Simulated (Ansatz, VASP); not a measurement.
# AgF: VASP beside Ansatz, part 2 of 2

Wanted: the spread between two codes on one cell, functional and k mesh. The cell is generated by rule, not measured, and may not be a known phase. The cell is taken from a series of runs on this material, whose earlier steps may have relaxed, scaled, displaced or heated it; both programs get it as it stands.

VASP 6.6.1 and Ansatz 0.2.0.

So far: Set-up; VASP: zone-centre phonons, PBEsol.

The structure was built from a prototype and need not be the compound's stable phase.

## (3) Ansatz: zone-centre phonons, PBEsol

Level of this step: Ansatz beside VASP: Kohn-Sham DFT, plane waves, PBEsol (Ansatz).

Ansatz runs on its default PAW (the set named soft_2) files.

The same cell, functional, mesh and smearing now go to Ansatz, which takes its cutoff from its data sets.

Contents of input.yaml:

```yaml
crystal:
  lattice:
    - [3.0373942977, 2.5774e-06, 0.0]
    - [-1.5186993809, 2.6304593345, 0.0]
    - [0.0, 0.0, 6.8643533922]
  atoms:
    - { symbol: Ag, position: [0.0, 0.0, 0.0] }
    - { symbol: Ag, position: [0.0, 0.0, 0.5] }
    - { symbol: F, position: [0.3333333333, 0.6666666667, 0.25] }
    - { symbol: F, position: [0.6666666667, 0.3333333333, 0.75] }
kpoints:
  mp_grid: { grid: [15, 15, 6] }
hamiltonian:
  xc: pbesol
scf:
  occupations: { method: methfessel_paxton, width: 0.15 }
output:
  eigenvalues: true
phonons:
  method: dfpt
```

Command:

```sh
$ ansatz run input.yaml --threads 8 --pin off --max-ram 14336MiB --backend cpu --events-out ev --progress --plain --runs-dir out
```

Numbers of over 12 decimals in the logs are rounded to 6 here.

What it wrote:

```text
Engine: ansatz 0.2.0, aarch64-unknown-linux-gnu
Pseudopotentials: kind: paw
Pseudopotential: Ag, paw, valence charge 19, recommended cutoff 420 eV (normal), Ag.paw.azcp
Pseudopotential: F, paw, valence charge 7, recommended cutoff 420 eV (normal), F.paw.azcp
Functional definition: PBEsol
  exchange = pbesol_x
  correlation = pbesol_c
Crystal: 4 atoms, lattice volume = 54.844 Å³
Basis set: ecut = 420 eV, 1079 PW (Γ), exchange–correlation on 48×48×96 points (8 copies of the dense FFT grid, shifted against one another)
Bands: 32, of which v1, the nominal top of the filled ones, is band 26 counted from 1 (25 counted from 0)
Symmetry: 24 space group operations
k-points: 368 of 1350 (irreducible under 2 space group operations, time reversal used)
Non-local potential: Ag, projectors of the file, l = 0: 3, l = 1: 2, l = 2: 2, l = 3: 1
Non-local potential: F, projectors of the file, l = 0: 2, l = 1: 2, l = 2: 1
PAW form: soft (Blöchl's): semilocal exchange-correlation on the pseudo side does not see the compensation charge
PAW frozen core: Ag, regenerated for the run's functional, and the local potential with it (the file was generated under x = pbe(κ = 0.804, μ = 0.219515), c = pbe(β = 0.066725))
PAW frozen core: F, regenerated for the run's functional, and the local potential with it (the file was generated under x = pbe(κ = 0.804, μ = 0.219515), c = pbe(β = 0.066725))
PAW one-centre angular grid: Ag, 590 points (default); XC on 64 Gauss nodes
PAW one-centre angular grid: F, 110 points (default); XC on 64 Gauss nodes
Initial density: superposition of atomic densities (neutral atoms: chi_scale 0, normalization atom), corrected by the library's trained network
Initial wavefunctions: pseudopotential atomic-orbital guess
Functional: x = pbesol(κ = 0.804, μ = 0.123457), c = pbesol(β = 0.046)
SCF iter   1: F=—  HF=-16643.178295 eV  |F-HF|=—  |Δ(HF+E_count)|=         —  Δρ=1.76e-2  dr2=1.19e-1  ethr=1.77e-3  ⟨swp⟩=5.0  Hψ=40368  notcnv=0
preconditioner: auto → LDOS  [metal: Δε(μ)=0.060 eV  Ē_g=13.145 eV  σ=0.150 eV  W_gap=0.32  n_scr=22 (ndim 8)  ℏωp=30.1 eV  f_vac=0.034  D(μ)=1.35/eV (n_scr^D=4)  β→1.0]
SCF iter   2: F=—  HF=-16643.214090 eV  |F-HF|=—  |Δ(HF+E_count)|=   3.58e-2  S|Δr|=    0.00e0  Δρ=2.42e-2  dr2=2.13e-1  ethr=2.28e-4  ⟨swp⟩=2.0  Hψ=25182  notcnv=0  defer=581
SCF iter   3: F=—  HF=-16643.153752 eV  |F-HF|=—  |Δ(HF+E_count)|=   6.03e-2  S|Δr|=    0.00e0  Δρ=7.74e-3  dr2=2.15e-2  ethr=2.28e-4  ⟨swp⟩=2.0  Hψ=18445  notcnv=0  defer=581
SCF iter   4: F=—  HF=-16643.147026 eV  |F-HF|=—  |Δ(HF+E_count)|=   6.73e-3  S|Δr|=    0.00e0  Δρ=6.26e-4  dr2=1.98e-4  ethr=4.13e-5  ⟨swp⟩=2.0  Hψ=17071  notcnv=0  defer=581
SCF iter   5: F=—  HF=-16643.146985 eV  |F-HF|=—  |Δ(HF+E_count)|=   4.15e-5  S|Δr|=    0.00e0  Δρ=7.32e-5  dr2=1.23e-6  ethr=3.80e-7  ⟨swp⟩=2.1  Hψ=17973  notcnv=0  defer=581
SCF iter   6: F=—  HF=-16643.146982 eV  |F-HF|=—  |Δ(HF+E_count)|=   3.01e-6  S|Δr|=    0.00e0  Δρ=7.54e-6  dr2=2.06e-8  ethr=2.36e-9  ⟨swp⟩=2.0  Hψ=18337  notcnv=0  defer=559
SCF iter   7: F=—  HF=-16643.146982 eV  |F-HF|=—  |Δ(HF+E_count)|=   1.75e-9  S|Δr|=    0.00e0  Δρ=8.09e-7  dr2=2.28e-10  ethr=3.96e-11  ⟨swp⟩=2.1  Hψ=15485  notcnv=0  defer=559
SCF iter   8: F=-16643.146982 eV  HF=-16643.146982 eV  |F-HF|=0.00e0  |Δ(HF+E_count)|=  7.28e-12  S|Δr|=    0.00e0  Δρ=6.81e-8  dr2=7.74e-13  ethr=1.00e-12  ⟨swp⟩=9.2  Hψ=55610  notcnv=0
SCF 1 converged in 8 iterations: F = -16643.146982 eV  dr2 = 7.74e-13
  greatest PAW one-centre occupation: 1.001 electrons in one spin orbital (limit 2), on the Ag atom at site 1 (counted from 0), in its partial waves of l = 0
DFPT response loops at Γ: preconditioner auto → Kerker (q_TF=auto, 2.704 Å⁻¹) (partly filled bands, converged f_vac=0.031); β = 1.00, the filter's whole step (`scf.mixing.beta` (0.50) is not read by the response loops under this deck's `scf.mixing.preconditioner`; to damp them name `kerker` or `kerker_dos`, under which they read `scf.mixing.beta`, and type it under 1.00, their step now; both keys bind the ground state too); Broyden in place of MSR1
SCF converged after 8 iterations
Stability not checked: this state was not tested for a lower state beside it, because cold or Methfessel-Paxton smearing, or corrected tetrahedra, fill the levels in a way that the test cannot read (fill_not_monotonic; see scf.lower_state_search)
Free energy (F): -16643.146982 eV
Harris-Foulkes:  -16643.146982 eV  (|F-HF|=0.00e0)
Internal energy: -16643.150066 eV  (E = F + TS)
E sigma→0 (E₀):  -16643.147753 eV
Entropy (-TS):   0.003085 eV (0.771 meV/atom)
Fermi energy:    10.283809 eV
--- Per-component energies (eV) ---
  E_band       = -625.203719
  E_kinetic    = 1465.815957
  E_local      = -5894.495902  (includes V_loc(G=0)·N_el)
  E_nonlocal   = 321.254320
  E_hartree    = 2555.146719
  E_xc         = -519.750996
  E_vxc        = -665.066238  (∫ρ·V_xc dr)
  E_paw        = -8062.252254  (= ΣΔE_a)
  E_vpaw       = -963.009657  (= ΣTr[D̂ρ^β])
  E_aug_tail   = 0.004373  (compensation charges beyond the density's cutoff)
  E_ewald      = -6509.602646
  E_core_change = 0.730363  (= ΣΔE_core)
  E_smearing   = 0.003085  (= −TS)
  E_closure    = -0.000000  (closes the sum)
  Σ components = -16643.146982   (vs F -16643.146982, Δ=0.00e0)
--- Band table (eV; the first three rows and the last of 368) ---
  k-point 0: bands = [... 22 lower, 9.0148, 9.0148, 9.7528, 9.7528, 9.7532, 14.2024, 15.7942, 22.9785, ... 2 higher]
  k-point 1: bands = [... 22 lower, 9.0567, 9.0567, 9.7050, 9.7050, 9.9831, 13.5344, 16.5352, 22.1018, ... 2 higher]
  k-point 2: bands = [... 22 lower, 9.1869, 9.1869, 9.5705, 9.5705, 10.6036, 12.4868, 17.8053, 20.6640, ... 2 higher]
  k-point 367: bands = [... 22 lower, 9.3974, 9.4986, 9.5799, 10.0822, 14.3596, 15.4178, 19.9273, 20.3682, ... 2 higher]
--- Phonons (Γ-DFPT): 4 representative perturbations + reference, on 368 of 1350 k-points (Σ response iterations 14) ---
  k mesh reduced under 2 symmetry operations, with k and −k counted as one. Each operation leaves every solved perturbation unchanged. A smaller set is not used because it would not reduce the number of displacements times k-points to solve
  ASR residual: 4.652e-5 → 0.000e0 eV/Å²; symmetrization residual: 1.321e-4 eV/Å²
  ASR residual per site (eV/Å²): 2.10e-5 2.10e-5 4.65e-5 4.65e-5
  Γ frequencies (cm⁻¹): -27.17 -27.17 0.00 0.00 0.00 40.40 40.40 115.80 115.80 164.11 258.14 313.61
  non-analytic LO–TO correction: not included (Born effective charges unavailable; polar crystals: no LO–TO splitting at Γ)
```

## (4) Differences

Known differences besides the potentials themselves: the data sets hold 52 valence electrons in Ansatz (on its default PAW (the set named soft_2) files) and 36 in VASP; the cutoff is 420 eV in Ansatz and 600 eV in VASP; Ansatz makes its cores anew for this functional, VASP keeps those of its PBE data sets. Total energies have different zeros and are not compared.

Compared:

```
                                                   quantity  Ansatz   VASP  difference
optical mode 1 to 2 (imaginary, printed as negative) (cm⁻¹)   -27.2  -29.3        +2.1
                                 optical mode 3 to 4 (cm⁻¹)    40.4   41.1        -0.7
                                 optical mode 5 to 6 (cm⁻¹)   115.8  116.2     -0.30 %
                                      optical mode 7 (cm⁻¹)   164.1  164.4     -0.16 %
                                      optical mode 8 (cm⁻¹)   258.1  258.8     -0.27 %
                                      optical mode 9 (cm⁻¹)   313.6  310.7     +0.94 %
```

Modes are paired by rising frequency, not by their patterns, so a pair may set unlike modes beside each other; they are those without the splitting of longitudinal modes.

## (5) Summary of results

| Item | Value |
| --- | --- |
| r.m.s. difference of the optical zone-centre modes, each program's sorted by frequency (zone-centre phonons, PBEsol) | 1.5 cm⁻¹ |
| difference in optical mode 9 (zone-centre phonons, PBEsol) | +0.9 % |

**Reading.** The r.m.s. difference of the optical zone-centre modes, each program's sorted by frequency is 1.5 cm⁻¹ (zone-centre phonons, PBEsol). The data sets hold unlike numbers of valence electrons (52 in Ansatz and 36 in VASP), so part of the differences comes from the potentials. Among the rows given in per cent, the largest difference of the zone-centre phonons, PBEsol pair is in optical mode 9, +0.9 %. How closely two codes agree says nothing of how well the functional describes the real material.

[Lines on the potential files, build, host, timing and source positions are cut from VASP's logs without a mark.]

[Logs are printed without paths, hosts, clocks, repeated set-up lines and the standing remarks that a program may print on its own settings, such as how far it seeks lower states.]

[Hosts, paths, dates, database ids (printed as entryN), source tags and the programs' standing remarks are cut or masked in the printed files.]
